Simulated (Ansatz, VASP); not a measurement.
Two plane-wave programs on GaF

INCAR

```
SYSTEM = GaF
PREC = Accurate
ENCUT = 600
EDIFF = 1E-6
ISMEAR = -1
SIGMA = 0.05
LREAL = .FALSE.
LASPH = .TRUE.
NELM = 100
ALGO = Normal
ISIF = 3
LWAVE = .FALSE.
LCHARG = .FALSE.
GGA = RP
IVDW = 13
IBRION = 2
NSW = 40
EDIFFG = -0.02
```

The input KPOINTS:

```
Automatic mesh
0
G
  9 9 9
  0 0 0
```

The input POSCAR:

```
GaF
1.0
    0.0000000000      2.5769602800      2.5769602800
    2.5769602800      0.0000000000      2.5769602800
    2.5769602800      2.5769602800      0.0000000000
Ga F
1 1
Direct
    0.2500000000      0.2500000000      0.2500000000
    0.0000000000      0.0000000000      0.0000000000
```

File input.yaml:

```yaml
crystal:
  lattice:
    - [0.0, 2.57696028, 2.57696028]
    - [2.57696028, 0.0, 2.57696028]
    - [2.57696028, 2.57696028, 0.0]
  atoms:
    - { symbol: Ga, position: [0.25, 0.25, 0.25] }
    - { symbol: F, position: [0.0, 0.0, 0.0] }
hamiltonian:
  xc: rpbe
  pseudopotentials: { kind: paw }
  dispersion: d4
kpoints:
  mp_grid: { grid: [9, 9, 9] }
scf:
  occupations: { method: fermi_dirac, width: 0.05 }
output:
  forces: true
  stress: true
  eigenvalues: true
  write_density: true
  write_potential: true
  elf: true
  volumetric_format: npy
relax:
  f_tol: 0.01
  max_steps: 40
  cell: { stress_tol: 0.05 }
```

The cell was built by a generator and needn't be a form met in nature.

Alike in both runs: task relaxation of cell and atoms; functional RPBE; dispersion D4; k mesh 9 × 9 × 9; occupations fermi-dirac, width 0.05 eV; no spin polarisation.

|  | VASP | Ansatz |
| --- | --- | --- |
| version | VASP 6.6.1 | Ansatz 0.2.0 |
| potentials or method | VASP PAW PBE potentials, release 64 (Ga_d, F) | Ansatz PAW |
| plane-wave cutoff (eV) | 600 | 420 |
| valence electrons in the cell | 20 | 20 |

```tsv
	VASP	Ansatz	Ansatz less VASP
gap on the k mesh at the Fermi level, each at its own relaxed structure (eV)	2.42	2.42	+0.001
relaxed volume (Å³/atom)	22.52	22.50	-0.022
relaxed cell length with the largest relative difference (Å)	3.994	3.992	-0.0013
energy change over the relaxation (meV/atom)	-341	-342	-1.5
```

Caveats: the volume moved by over 15 % at a fixed basis, so the end points are rough; the PAW data sets were made with another functional, which shifts forces and pressure a little (VASP); an odd mesh through Γ misses points on the zone boundary, where band edges often lie (VASP); odd divisions of the mesh miss points on the zone boundary, where band edges often lie, so the gap on the mesh can be too wide (Ansatz); the plane-wave basis is chosen anew once the cell has moved, so the energies of steps on either side of that aren't comparable (Ansatz); the PAW data sets come from PBE, with cores solved anew for the run's functional, which leaves a small shift of forces and pressure (Ansatz). A hybrid or GW would open this gap; RPBE tends to underestimate it.
